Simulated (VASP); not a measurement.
Ca2GeF6: single point with PBE

Ca2GeF6:

```xyz
9
Lattice="0.0000 4.0017 4.0017 4.0017 0.0000 4.0017 4.0017 4.0017 0.0000" Properties=species:S:1:pos:R:3 pbc="T T T"
Ca    2.0008    2.0008    2.0008
Ca    6.0025    6.0025    6.0025
Ge    0.0000    0.0000    0.0000
F     2.1045    4.0017    4.0017
F     4.0017    2.1045    4.0017
F     5.8989    4.0017    4.0017
F     4.0017    5.8989    4.0017
F     4.0017    4.0017    2.1045
F     4.0017    4.0017    5.8989
```

The cell was built by a generator and needn't be a form met in nature.

The cell isn't the ideal one: species swapped into the Cs2WBr6 type (Fm-3m, No. 225).

* Program: VASP 6.6.1
* Task: single point
* Functional: PBE
* Potentials or basis: VASP PAW PBE potentials, release 64 (Ca_sv, Ge_d, F)
* Cutoff: 520 eV
* k mesh: 4 × 4 × 4
* Occupations: gaussian, width 0.1 eV
* Spin: no spin polarisation
* Dipole correction: no
* Further INCAR settings: ALGO = Normal; EDIFF = 1e-06; NBANDS = 48

```yaml
Pressure: -0.1 GPa
Largest_force: 0.027 eV/Å
Band_gap_on_the_k_mesh: 1.87 eV, indirect (least direct gap 2.51 eV)
```

Forces in eV/Å, atoms in the order of the input:
```
Ca   0.000  0.000  0.000
Ca   0.000  0.000  0.000
Ge   0.000  0.000  0.000
F    0.027  0.000  0.000
F    0.000  0.027  0.000
F   -0.027  0.000  0.000
F    0.000 -0.027  0.000
F    0.000  0.000  0.027
F    0.000  0.000 -0.027
```

Levels at points of the mesh, in eV from the valence-band top:
```csv
k point,band 36,band 37,band 38,band 39,band 40,band 41
"(0.00, 0.00, 0.00)",-4.08,-4.08,-1.32,1.87,1.87,2.23
"(0.50, 0.00, 0.00)",-4.19,-4.19,-0.24,2.64,2.64,2.67
"(0.50, 0.50, 0.00)",-4.18,-4.12,-0.02,2.50,2.64,2.98
```

Run time: 87 s on 1 thread of Intel(R) Xeon(R) Platinum 8488C (Sapphire Rapids) (shared host), peak memory 0.26 GiB.

A k mesh can miss the band edges.
